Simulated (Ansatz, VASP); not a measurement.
# Cross-check of Sn between VASP and Ansatz

Aim: how closely do two programs agree when they are given the same cell, functional and k mesh? The cell is taken from a series of runs on this material, whose earlier steps may have relaxed, scaled, displaced or heated it; both programs get it as it stands.

Main program and level: Ansatz 0.2.0; plane waves, with VASP 6.6.1 beside it; zone-centre phonons at LDA.

### 1. The starting structure

Symmetry: Imma, No. 74, orthorhombic system. The conventional cell has a = 4.566 Å, b = 4.714 Å, c = 6.381 Å, α = 90.00°, β = 90.00°, γ = 90.00°. Nearest to Sn lie 4 Sn at 2.81 to 2.83 Å.

As a file:

```cif
data_structure
_symmetry_space_group_name_H-M 'Imma'
_symmetry_Int_Tables_number 74
_cell_length_a 4.5664
_cell_length_b 4.7138
_cell_length_c 6.3812
_cell_angle_alpha 90.000
_cell_angle_beta 90.000
_cell_angle_gamma 90.000
_cell_volume 137.35
loop_
_atom_site_label
_atom_site_type_symbol
_atom_site_symmetry_multiplicity
_atom_site_Wyckoff_symbol
_atom_site_fract_x
_atom_site_fract_y
_atom_site_fract_z
_atom_site_occupancy
Sn1 Sn 4 e 0.00000 0.25000 0.37792 1
```

### 2. VASP: zone-centre phonons, LDA

Second derivatives magnify differences that forces hide, and they need a tight electronic threshold.

Lines of VASP's logs that name or quote its potential files are left out, and so is its time.

Input file INCAR:

```
SYSTEM = Sn
PREC = Accurate
ENCUT = 500
EDIFF = 1E-08
NELM = 120
ISMEAR = 0
SIGMA = 0.015
LREAL = .FALSE.
ALGO = Normal
GGA = CA
NBANDS = 20
LORBIT = 11
LWAVE = .FALSE.
LCHARG = .FALSE.
ISIF = 2
ISYM = 2
IBRION = 8
LASPH = .TRUE.
GGA_COMPAT = .FALSE.
KPAR = 2
```

Input file POSCAR:

```
Sn
1.0
    0.0521031657      3.2810407887      3.1905775009
    3.2810407887      0.0521031657      3.1905775009
    3.3331439544      3.3331439544      0.0000000000
Sn
2
Direct
    0.5028245442      0.5028245442      0.4972757556
    0.7471754558      0.7471754558      0.7527242444
```

Input file KPOINTS:

```
Points of the shifted mesh
1728
Reciprocal
 0.0416666667  0.0416666667  0.0416666667 1
 0.0416666667  0.0416666667  0.1250000000 1
 0.0416666667  0.0416666667  0.2083333333 1
 0.0416666667  0.0416666667  0.2916666667 1
 0.0416666667  0.0416666667  0.3750000000 1
 0.0416666667  0.0416666667  0.4583333333 1
 0.0416666667  0.0416666667  0.5416666667 1
 0.0416666667  0.0416666667  0.6250000000 1
 0.0416666667  0.0416666667  0.7083333333 1
 0.0416666667  0.0416666667  0.7916666667 1
 0.0416666667  0.0416666667  0.8750000000 1
 0.0416666667  0.0416666667  0.9583333333 1
 0.0416666667  0.1250000000  0.0416666667 1
 0.0416666667  0.1250000000  0.1250000000 1
 0.0416666667  0.1250000000  0.2083333333 1
 0.0416666667  0.1250000000  0.2916666667 1
 0.0416666667  0.1250000000  0.3750000000 1
 0.0416666667  0.1250000000  0.4583333333 1
 0.0416666667  0.1250000000  0.5416666667 1
 0.0416666667  0.1250000000  0.6250000000 1
 0.0416666667  0.1250000000  0.7083333333 1
 0.0416666667  0.1250000000  0.7916666667 1
 0.0416666667  0.1250000000  0.8750000000 1
 0.0416666667  0.1250000000  0.9583333333 1
 0.0416666667  0.2083333333  0.0416666667 1
 0.0416666667  0.2083333333  0.1250000000 1
 0.0416666667  0.2083333333  0.2083333333 1
 0.0416666667  0.2083333333  0.2916666667 1
 0.0416666667  0.2083333333  0.3750000000 1
 0.0416666667  0.2083333333  0.4583333333 1
 0.0416666667  0.2083333333  0.5416666667 1
 0.0416666667  0.2083333333  0.6250000000 1
 0.0416666667  0.2083333333  0.7083333333 1
 0.0416666667  0.2083333333  0.7916666667 1
 0.0416666667  0.2083333333  0.8750000000 1
 0.0416666667  0.2083333333  0.9583333333 1
 0.0416666667  0.2916666667  0.0416666667 1
 0.0416666667  0.2916666667  0.1250000000 1
 0.0416666667  0.2916666667  0.2083333333 1
 0.0416666667  0.2916666667  0.2916666667 1
 0.0416666667  0.2916666667  0.3750000000 1
 0.0416666667  0.2916666667  0.4583333333 1
 0.0416666667  0.2916666667  0.5416666667 1
 0.0416666667  0.2916666667  0.6250000000 1
 0.0416666667  0.2916666667  0.7083333333 1
 0.0416666667  0.2916666667  0.7916666667 1
 0.0416666667  0.2916666667  0.8750000000 1
 0.0416666667  0.2916666667  0.9583333333 1
 0.0416666667  0.3750000000  0.0416666667 1
 0.0416666667  0.3750000000  0.1250000000 1
 0.0416666667  0.3750000000  0.2083333333 1
 0.0416666667  0.3750000000  0.2916666667 1
 0.0416666667  0.3750000000  0.3750000000 1
 0.0416666667  0.3750000000  0.4583333333 1
 0.0416666667  0.3750000000  0.5416666667 1
 0.0416666667  0.3750000000  0.6250000000 1
 0.0416666667  0.3750000000  0.7083333333 1
 0.0416666667  0.3750000000  0.7916666667 1
 0.0416666667  0.3750000000  0.8750000000 1
 0.0416666667  0.3750000000  0.9583333333 1
 0.0416666667  0.4583333333  0.0416666667 1
 0.0416666667  0.4583333333  0.1250000000 1
 0.0416666667  0.4583333333  0.2083333333 1
 0.0416666667  0.4583333333  0.2916666667 1
 0.0416666667  0.4583333333  0.3750000000 1
 0.0416666667  0.4583333333  0.4583333333 1
 0.0416666667  0.4583333333  0.5416666667 1
 0.0416666667  0.4583333333  0.6250000000 1
 0.0416666667  0.4583333333  0.7083333333 1
 0.0416666667  0.4583333333  0.7916666667 1
 0.0416666667  0.4583333333  0.8750000000 1
 0.0416666667  0.4583333333  0.9583333333 1
 0.0416666667  0.5416666667  0.0416666667 1
 0.0416666667  0.5416666667  0.1250000000 1
 0.0416666667  0.5416666667  0.2083333333 1
 0.0416666667  0.5416666667  0.2916666667 1
 0.0416666667  0.5416666667  0.3750000000 1
 0.0416666667  0.5416666667  0.4583333333 1
 0.0416666667  0.5416666667  0.5416666667 1
 0.0416666667  0.5416666667  0.6250000000 1
 0.0416666667  0.5416666667  0.7083333333 1
 0.0416666667  0.5416666667  0.7916666667 1
 0.0416666667  0.5416666667  0.8750000000 1
 0.0416666667  0.5416666667  0.9583333333 1
 0.0416666667  0.6250000000  0.0416666667 1
 0.0416666667  0.6250000000  0.1250000000 1
 0.0416666667  0.6250000000  0.2083333333 1
 0.0416666667  0.6250000000  0.2916666667 1
 0.0416666667  0.6250000000  0.3750000000 1
 0.0416666667  0.6250000000  0.4583333333 1
 0.0416666667  0.6250000000  0.5416666667 1
 0.0416666667  0.6250000000  0.6250000000 1
 0.0416666667  0.6250000000  0.7083333333 1
 0.0416666667  0.6250000000  0.7916666667 1
 0.0416666667  0.6250000000  0.8750000000 1
 0.0416666667  0.6250000000  0.9583333333 1
 0.0416666667  0.7083333333  0.0416666667 1
 0.0416666667  0.7083333333  0.1250000000 1
 0.0416666667  0.7083333333  0.2083333333 1
 0.0416666667  0.7083333333  0.2916666667 1
 0.0416666667  0.7083333333  0.3750000000 1
 0.0416666667  0.7083333333  0.4583333333 1
 0.0416666667  0.7083333333  0.5416666667 1
 0.0416666667  0.7083333333  0.6250000000 1
 0.0416666667  0.7083333333  0.7083333333 1
 0.0416666667  0.7083333333  0.7916666667 1
 0.0416666667  0.7083333333  0.8750000000 1
 0.0416666667  0.7083333333  0.9583333333 1
 0.0416666667  0.7916666667  0.0416666667 1
 0.0416666667  0.7916666667  0.1250000000 1
 0.0416666667  0.7916666667  0.2083333333 1
 0.0416666667  0.7916666667  0.2916666667 1
[... 1390 lines left out ...]
 0.8750000000  0.4583333333  0.1250000000 1
 0.8750000000  0.4583333333  0.2083333333 1
 0.8750000000  0.4583333333  0.2916666667 1
 0.8750000000  0.4583333333  0.3750000000 1
 0.8750000000  0.4583333333  0.4583333333 1
 0.8750000000  0.4583333333  0.5416666667 1
 0.8750000000  0.4583333333  0.6250000000 1
 0.8750000000  0.4583333333  0.7083333333 1
 0.8750000000  0.4583333333  0.7916666667 1
 0.8750000000  0.4583333333  0.8750000000 1
 0.8750000000  0.4583333333  0.9583333333 1
 0.8750000000  0.5416666667  0.0416666667 1
 0.8750000000  0.5416666667  0.1250000000 1
 0.8750000000  0.5416666667  0.2083333333 1
 0.8750000000  0.5416666667  0.2916666667 1
 0.8750000000  0.5416666667  0.3750000000 1
 0.8750000000  0.5416666667  0.4583333333 1
 0.8750000000  0.5416666667  0.5416666667 1
 0.8750000000  0.5416666667  0.6250000000 1
 0.8750000000  0.5416666667  0.7083333333 1
 0.8750000000  0.5416666667  0.7916666667 1
 0.8750000000  0.5416666667  0.8750000000 1
 0.8750000000  0.5416666667  0.9583333333 1
 0.8750000000  0.6250000000  0.0416666667 1
 0.8750000000  0.6250000000  0.1250000000 1
 0.8750000000  0.6250000000  0.2083333333 1
 0.8750000000  0.6250000000  0.2916666667 1
 0.8750000000  0.6250000000  0.3750000000 1
 0.8750000000  0.6250000000  0.4583333333 1
 0.8750000000  0.6250000000  0.5416666667 1
 0.8750000000  0.6250000000  0.6250000000 1
 0.8750000000  0.6250000000  0.7083333333 1
 0.8750000000  0.6250000000  0.7916666667 1
 0.8750000000  0.6250000000  0.8750000000 1
 0.8750000000  0.6250000000  0.9583333333 1
 0.8750000000  0.7083333333  0.0416666667 1
 0.8750000000  0.7083333333  0.1250000000 1
 0.8750000000  0.7083333333  0.2083333333 1
 0.8750000000  0.7083333333  0.2916666667 1
 0.8750000000  0.7083333333  0.3750000000 1
 0.8750000000  0.7083333333  0.4583333333 1
 0.8750000000  0.7083333333  0.5416666667 1
 0.8750000000  0.7083333333  0.6250000000 1
 0.8750000000  0.7083333333  0.7083333333 1
 0.8750000000  0.7083333333  0.7916666667 1
 0.8750000000  0.7083333333  0.8750000000 1
 0.8750000000  0.7083333333  0.9583333333 1
 0.8750000000  0.7916666667  0.0416666667 1
 0.8750000000  0.7916666667  0.1250000000 1
 0.8750000000  0.7916666667  0.2083333333 1
 0.8750000000  0.7916666667  0.2916666667 1
 0.8750000000  0.7916666667  0.3750000000 1
 0.8750000000  0.7916666667  0.4583333333 1
 0.8750000000  0.7916666667  0.5416666667 1
 0.8750000000  0.7916666667  0.6250000000 1
 0.8750000000  0.7916666667  0.7083333333 1
 0.8750000000  0.7916666667  0.7916666667 1
 0.8750000000  0.7916666667  0.8750000000 1
 0.8750000000  0.7916666667  0.9583333333 1
 0.8750000000  0.8750000000  0.0416666667 1
 0.8750000000  0.8750000000  0.1250000000 1
 0.8750000000  0.8750000000  0.2083333333 1
 0.8750000000  0.8750000000  0.2916666667 1
 0.8750000000  0.8750000000  0.3750000000 1
 0.8750000000  0.8750000000  0.4583333333 1
 0.8750000000  0.8750000000  0.5416666667 1
 0.8750000000  0.8750000000  0.6250000000 1
 0.8750000000  0.8750000000  0.7083333333 1
 0.8750000000  0.8750000000  0.7916666667 1
 0.8750000000  0.8750000000  0.8750000000 1
 0.8750000000  0.8750000000  0.9583333333 1
 0.8750000000  0.9583333333  0.0416666667 1
 0.8750000000  0.9583333333  0.1250000000 1
 0.8750000000  0.9583333333  0.2083333333 1
 0.8750000000  0.9583333333  0.2916666667 1
 0.8750000000  0.9583333333  0.3750000000 1
 0.8750000000  0.9583333333  0.4583333333 1
 0.8750000000  0.9583333333  0.5416666667 1
 0.8750000000  0.9583333333  0.6250000000 1
 0.8750000000  0.9583333333  0.7083333333 1
 0.8750000000  0.9583333333  0.7916666667 1
 0.8750000000  0.9583333333  0.8750000000 1
 0.8750000000  0.9583333333  0.9583333333 1
 0.9583333333  0.0416666667  0.0416666667 1
 0.9583333333  0.0416666667  0.1250000000 1
 0.9583333333  0.0416666667  0.2083333333 1
 0.9583333333  0.0416666667  0.2916666667 1
 0.9583333333  0.0416666667  0.3750000000 1
 0.9583333333  0.0416666667  0.4583333333 1
 0.9583333333  0.0416666667  0.5416666667 1
 0.9583333333  0.0416666667  0.6250000000 1
 0.9583333333  0.0416666667  0.7083333333 1
 0.9583333333  0.0416666667  0.7916666667 1
 0.9583333333  0.0416666667  0.8750000000 1
 0.9583333333  0.0416666667  0.9583333333 1
 0.9583333333  0.1250000000  0.0416666667 1
 0.9583333333  0.1250000000  0.1250000000 1
 0.9583333333  0.1250000000  0.2083333333 1
 0.9583333333  0.1250000000  0.2916666667 1
 0.9583333333  0.1250000000  0.3750000000 1
 0.9583333333  0.1250000000  0.4583333333 1
 0.9583333333  0.1250000000  0.5416666667 1
 0.9583333333  0.1250000000  0.6250000000 1
 0.9583333333  0.1250000000  0.7083333333 1
 0.9583333333  0.1250000000  0.7916666667 1
 0.9583333333  0.1250000000  0.8750000000 1
 0.9583333333  0.1250000000  0.9583333333 1
 0.9583333333  0.2083333333  0.0416666667 1
 0.9583333333  0.2083333333  0.1250000000 1
 0.9583333333  0.2083333333  0.2083333333 1
 0.9583333333  0.2083333333  0.2916666667 1
 0.9583333333  0.2083333333  0.3750000000 1
 0.9583333333  0.2083333333  0.4583333333 1
 0.9583333333  0.2083333333  0.5416666667 1
 0.9583333333  0.2083333333  0.6250000000 1
 0.9583333333  0.2083333333  0.7083333333 1
 0.9583333333  0.2083333333  0.7916666667 1
 0.9583333333  0.2083333333  0.8750000000 1
 0.9583333333  0.2083333333  0.9583333333 1
 0.9583333333  0.2916666667  0.0416666667 1
 0.9583333333  0.2916666667  0.1250000000 1
 0.9583333333  0.2916666667  0.2083333333 1
 0.9583333333  0.2916666667  0.2916666667 1
 0.9583333333  0.2916666667  0.3750000000 1
 0.9583333333  0.2916666667  0.4583333333 1
 0.9583333333  0.2916666667  0.5416666667 1
 0.9583333333  0.2916666667  0.6250000000 1
 0.9583333333  0.2916666667  0.7083333333 1
 0.9583333333  0.2916666667  0.7916666667 1
 0.9583333333  0.2916666667  0.8750000000 1
 0.9583333333  0.2916666667  0.9583333333 1
 0.9583333333  0.3750000000  0.0416666667 1
 0.9583333333  0.3750000000  0.1250000000 1
 0.9583333333  0.3750000000  0.2083333333 1
 0.9583333333  0.3750000000  0.2916666667 1
 0.9583333333  0.3750000000  0.3750000000 1
 0.9583333333  0.3750000000  0.4583333333 1
 0.9583333333  0.3750000000  0.5416666667 1
 0.9583333333  0.3750000000  0.6250000000 1
 0.9583333333  0.3750000000  0.7083333333 1
 0.9583333333  0.3750000000  0.7916666667 1
 0.9583333333  0.3750000000  0.8750000000 1
 0.9583333333  0.3750000000  0.9583333333 1
 0.9583333333  0.4583333333  0.0416666667 1
 0.9583333333  0.4583333333  0.1250000000 1
 0.9583333333  0.4583333333  0.2083333333 1
 0.9583333333  0.4583333333  0.2916666667 1
 0.9583333333  0.4583333333  0.3750000000 1
 0.9583333333  0.4583333333  0.4583333333 1
 0.9583333333  0.4583333333  0.5416666667 1
 0.9583333333  0.4583333333  0.6250000000 1
 0.9583333333  0.4583333333  0.7083333333 1
 0.9583333333  0.4583333333  0.7916666667 1
 0.9583333333  0.4583333333  0.8750000000 1
 0.9583333333  0.4583333333  0.9583333333 1
 0.9583333333  0.5416666667  0.0416666667 1
 0.9583333333  0.5416666667  0.1250000000 1
 0.9583333333  0.5416666667  0.2083333333 1
 0.9583333333  0.5416666667  0.2916666667 1
 0.9583333333  0.5416666667  0.3750000000 1
 0.9583333333  0.5416666667  0.4583333333 1
 0.9583333333  0.5416666667  0.5416666667 1
 0.9583333333  0.5416666667  0.6250000000 1
 0.9583333333  0.5416666667  0.7083333333 1
 0.9583333333  0.5416666667  0.7916666667 1
 0.9583333333  0.5416666667  0.8750000000 1
 0.9583333333  0.5416666667  0.9583333333 1
 0.9583333333  0.6250000000  0.0416666667 1
 0.9583333333  0.6250000000  0.1250000000 1
 0.9583333333  0.6250000000  0.2083333333 1
 0.9583333333  0.6250000000  0.2916666667 1
 0.9583333333  0.6250000000  0.3750000000 1
 0.9583333333  0.6250000000  0.4583333333 1
 0.9583333333  0.6250000000  0.5416666667 1
 0.9583333333  0.6250000000  0.6250000000 1
 0.9583333333  0.6250000000  0.7083333333 1
 0.9583333333  0.6250000000  0.7916666667 1
 0.9583333333  0.6250000000  0.8750000000 1
 0.9583333333  0.6250000000  0.9583333333 1
 0.9583333333  0.7083333333  0.0416666667 1
 0.9583333333  0.7083333333  0.1250000000 1
 0.9583333333  0.7083333333  0.2083333333 1
 0.9583333333  0.7083333333  0.2916666667 1
 0.9583333333  0.7083333333  0.3750000000 1
 0.9583333333  0.7083333333  0.4583333333 1
 0.9583333333  0.7083333333  0.5416666667 1
 0.9583333333  0.7083333333  0.6250000000 1
 0.9583333333  0.7083333333  0.7083333333 1
 0.9583333333  0.7083333333  0.7916666667 1
 0.9583333333  0.7083333333  0.8750000000 1
 0.9583333333  0.7083333333  0.9583333333 1
 0.9583333333  0.7916666667  0.0416666667 1
 0.9583333333  0.7916666667  0.1250000000 1
 0.9583333333  0.7916666667  0.2083333333 1
 0.9583333333  0.7916666667  0.2916666667 1
 0.9583333333  0.7916666667  0.3750000000 1
 0.9583333333  0.7916666667  0.4583333333 1
 0.9583333333  0.7916666667  0.5416666667 1
 0.9583333333  0.7916666667  0.6250000000 1
 0.9583333333  0.7916666667  0.7083333333 1
 0.9583333333  0.7916666667  0.7916666667 1
 0.9583333333  0.7916666667  0.8750000000 1
 0.9583333333  0.7916666667  0.9583333333 1
 0.9583333333  0.8750000000  0.0416666667 1
 0.9583333333  0.8750000000  0.1250000000 1
 0.9583333333  0.8750000000  0.2083333333 1
 0.9583333333  0.8750000000  0.2916666667 1
 0.9583333333  0.8750000000  0.3750000000 1
 0.9583333333  0.8750000000  0.4583333333 1
 0.9583333333  0.8750000000  0.5416666667 1
 0.9583333333  0.8750000000  0.6250000000 1
 0.9583333333  0.8750000000  0.7083333333 1
 0.9583333333  0.8750000000  0.7916666667 1
 0.9583333333  0.8750000000  0.8750000000 1
 0.9583333333  0.8750000000  0.9583333333 1
 0.9583333333  0.9583333333  0.0416666667 1
 0.9583333333  0.9583333333  0.1250000000 1
 0.9583333333  0.9583333333  0.2083333333 1
 0.9583333333  0.9583333333  0.2916666667 1
 0.9583333333  0.9583333333  0.3750000000 1
 0.9583333333  0.9583333333  0.4583333333 1
 0.9583333333  0.9583333333  0.5416666667 1
 0.9583333333  0.9583333333  0.6250000000 1
 0.9583333333  0.9583333333  0.7083333333 1
 0.9583333333  0.9583333333  0.7916666667 1
 0.9583333333  0.9583333333  0.8750000000 1
 0.9583333333  0.9583333333  0.9583333333 1
```

PAW data sets: Sn_d (LDA family, release 64).

Started as:

```sh
$ mpirun -np 2 vasp_std
```

Numbers of over 12 decimals in the logs are rounded to 6 here.

Log:

```text
[banner, memory and clock lines left out]
running    2 mpi-ranks, on    1 nodes
 distrk:  each k-point on    1 cores,    2 groups
 distr:  one band on    1 cores,    1 groups

 POSCAR found type information on POSCAR Sn
 POSCAR found :  1 types and       2 ions
 LDA part: xc-table for (Slater(with rela. corr.)+CA(PZ))
 , standard interpolation
 POSCAR, INCAR and KPOINTS ok, starting setup
 FFT: planning ... GRIDC
 FFT: planning ... GRID_SOFT
 FFT: planning ... GRID
 WAVECAR not read
 entering main loop
       N       E                     dE             d eps       ncg     rms          rms(c)
DAV:   1     0.222398028171E+03    0.22240E+03   -0.14779E+04 69604   0.199E+03
DAV:   2     0.147976521050E+02   -0.20760E+03   -0.20388E+03 69344   0.441E+02
DAV:   3    -0.827834002493E+01   -0.23076E+02   -0.22935E+02 79060   0.143E+02
DAV:   4    -0.903020864412E+01   -0.75187E+00   -0.75147E+00 78672   0.293E+01
DAV:   5    -0.905634364872E+01   -0.26135E-01   -0.26134E-01 94328   0.535E+00    0.327E+00
DAV:   6    -0.897214935905E+01    0.84194E-01   -0.42734E-02 86828   0.227E+00    0.184E+00
DAV:   7    -0.893082866801E+01    0.41321E-01   -0.62516E-02 71856   0.225E+00    0.147E-01
DAV:   8    -0.893134369892E+01   -0.51503E-03   -0.55053E-03 79564   0.843E-01    0.553E-02
DAV:   9    -0.893143240697E+01   -0.88708E-04   -0.21103E-04 91816   0.107E-01    0.196E-02
DAV:  10    -0.893143597843E+01   -0.35715E-05   -0.19073E-05 82892   0.478E-02    0.370E-03
DAV:  11    -0.893143644244E+01   -0.46401E-06   -0.17444E-06 78256   0.937E-03    0.222E-03
DAV:  12    -0.893143644012E+01    0.23151E-08   -0.19523E-07 89184   0.308E-03    0.631E-04
DAV:  13    -0.893143644234E+01   -0.22178E-08   -0.20044E-08 61796   0.134E-03
   1 F= -.89314364E+01 E0= -.89314112E+01  d E =-.504187E-04
 Linear response reoptimize wavefunctions to high precision
DAV:   1    -0.893143644235E+01   -0.13642E-10   -0.40709E-09 64176   0.578E-04
DAV:   2    -0.893143644241E+01   -0.50932E-10   -0.59999E-10 41100   0.261E-04
 Linear response DOF=           2
 Linear response progress:
  Degree of freedom:   1/  2
       N       E                     dE             d eps       ncg     rms          rms(c)
RMM:   1    -0.216584627322E+00   -0.21658E+00    0.58402E-01 86782   0.102E+01
RMM:   2    -0.223432926791E+00   -0.68483E-02   -0.20240E-02121162   0.118E+00    0.708E-02
RMM:   3    -0.223635093410E+00   -0.20217E-03   -0.16655E-03127153   0.330E-01    0.329E-02
RMM:   4    -0.223570092907E+00    0.65001E-04   -0.11683E-04127703   0.995E-02    0.112E-02
RMM:   5    -0.223572118907E+00   -0.20260E-05   -0.15647E-05130000   0.330E-02    0.382E-03
RMM:   6    -0.223573022509E+00   -0.90360E-06   -0.13792E-06127249   0.999E-03    0.178E-03
RMM:   7    -0.223572253402E+00    0.76911E-06   -0.27408E-07128810   0.366E-03    0.333E-04
RMM:   8    -0.223570149628E+00    0.21038E-05   -0.67971E-08131351   0.135E-03    0.188E-04
RMM:   9    -0.223569166692E+00    0.98294E-06    0.40407E-08132164   0.536E-04    0.447E-05
RMM:  10    -0.223569241836E+00   -0.75144E-07    0.35267E-08139047   0.235E-04    0.246E-05
RMM:  11    -0.223569150099E+00    0.91737E-07    0.24754E-08134638   0.117E-04    0.885E-06
RMM:  12    -0.223569134378E+00    0.15721E-07    0.47533E-08145399   0.658E-05    0.354E-06
RMM:  13    -0.223569102315E+00    0.32063E-07    0.10636E-07167921   0.427E-05    0.116E-06
RMM:  14    -0.223569078844E+00    0.23470E-07    0.88741E-08182753   0.319E-05    0.101E-06
RMM:  15    -0.223569086482E+00   -0.76376E-08    0.80616E-08177955   0.266E-05    0.101E-06
 first order change of Fermi-energy   0.57804E+00
 force on displaced ion       1 direction 1 :  -6.877  -0.257   0.022
 Linear response progress:
  Degree of freedom:   2/  2
       N       E                     dE             d eps       ncg     rms          rms(c)
RMM:   1    -0.216361568415E+00   -0.21636E+00    0.61428E-01 86710   0.103E+01
RMM:   2    -0.223234530455E+00   -0.68730E-02   -0.20134E-02121040   0.118E+00    0.690E-02
RMM:   3    -0.223417994703E+00   -0.18346E-03   -0.16600E-03127237   0.328E-01    0.318E-02
RMM:   4    -0.223337617041E+00    0.80378E-04   -0.11711E-04127323   0.988E-02    0.111E-02
RMM:   5    -0.223334123422E+00    0.34936E-05   -0.15904E-05129841   0.328E-02    0.387E-03
RMM:   6    -0.223336319559E+00   -0.21961E-05   -0.13866E-06128867   0.972E-03    0.183E-03
RMM:   7    -0.223336372018E+00   -0.52459E-07   -0.20688E-07128071   0.349E-03    0.353E-04
RMM:   8    -0.223334296277E+00    0.20757E-05   -0.26168E-08131354   0.127E-03    0.251E-04
RMM:   9    -0.223333023979E+00    0.12723E-05    0.12476E-08131251   0.508E-04    0.402E-05
RMM:  10    -0.223333313930E+00   -0.28995E-06    0.53428E-09136871   0.214E-04    0.325E-05
RMM:  11    -0.223333219269E+00    0.94661E-07    0.22380E-08133434   0.106E-04    0.811E-06
RMM:  12    -0.223333212202E+00    0.70667E-08    0.16865E-08139965   0.590E-05    0.568E-06
 first order change of Fermi-energy  -0.43661E+00
 force on displaced ion       1 direction 3 :   0.044   0.044  -7.014
 Linear response finished
```

(Continued in part 2 of 2.)

[Lines on the potential files, build, host, timing and source positions are cut from VASP's logs without a mark.]

[Logs are printed without paths, hosts, clocks, repeated set-up lines and the standing remarks that a program may print on its own settings, such as how far it seeks lower states.]

[Hosts, paths, dates, database ids (printed as entryN), source tags and the programs' standing remarks are cut or masked in the printed files.]
